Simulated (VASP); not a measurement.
OSZICAR of a VASP run on PtAl₂ (fluorite):

**OSZICAR**
```
       N       E                     dE             d eps       ncg     rms          rms(c)
DAV:   1     0.328908389507E+02    0.32891E+02   -0.51928E+03  2352   0.818E+02
DAV:   2    -0.190218188771E+02   -0.51913E+02   -0.46701E+02  2756   0.160E+02
DAV:   3    -0.204954583179E+02   -0.14736E+01   -0.14514E+01  2852   0.263E+01
DAV:   4    -0.205081514248E+02   -0.12693E-01   -0.12690E-01  2720   0.293E+00
DAV:   5    -0.205083576437E+02   -0.20622E-03   -0.20621E-03  2880   0.389E-01    0.828E+00
DAV:   6    -0.200367439188E+02    0.47161E+00   -0.38890E+00  2600   0.182E+01    0.197E+00
DAV:   7    -0.199241669491E+02    0.11258E+00   -0.38899E-01  2484   0.620E+00    0.147E+00
DAV:   8    -0.198992865498E+02    0.24880E-01   -0.39587E-02  2572   0.165E+00    0.333E-01
DAV:   9    -0.198978587009E+02    0.14278E-02   -0.75193E-03  2644   0.852E-01    0.154E-01
DAV:  10    -0.198979878805E+02   -0.12918E-03   -0.39404E-04  2592   0.158E-01    0.331E-02
DAV:  11    -0.198979934307E+02   -0.55502E-05   -0.20856E-05  2668   0.380E-02    0.645E-03
DAV:  12    -0.198979951692E+02   -0.17385E-05   -0.34961E-06  2552   0.125E-02    0.328E-03
DAV:  13    -0.198979954233E+02   -0.25414E-06   -0.10130E-06  1792   0.803E-03
   1 F= -.19897995E+02 E0= -.19897383E+02  d E =-.122464E-02
```

Task: Which electronic solver shows in the log?

Result: It is blocked Davidson (ALGO = Normal, or the opening steps of other solvers). The INCAR had ALGO = Normal.

Task: Can the final energy be trusted as converged?

Result: The run converged. It stopped with EDIFF = 1E-6, NELM = 100 (PBE GGA, plane waves, VASP's PBE PAW potentials (set 64)). The cell is charged, with a uniform compensating background.

The compound is PtAl2 in the fluorite structure. The cell was not relaxed at this level, atoms are displaced from their ideal sites. The run is one of a series of settings (ISMEAR = 0, NELECT = 15.5, SIGMA = 0.05 against the base run), some of them coarse on purpose.
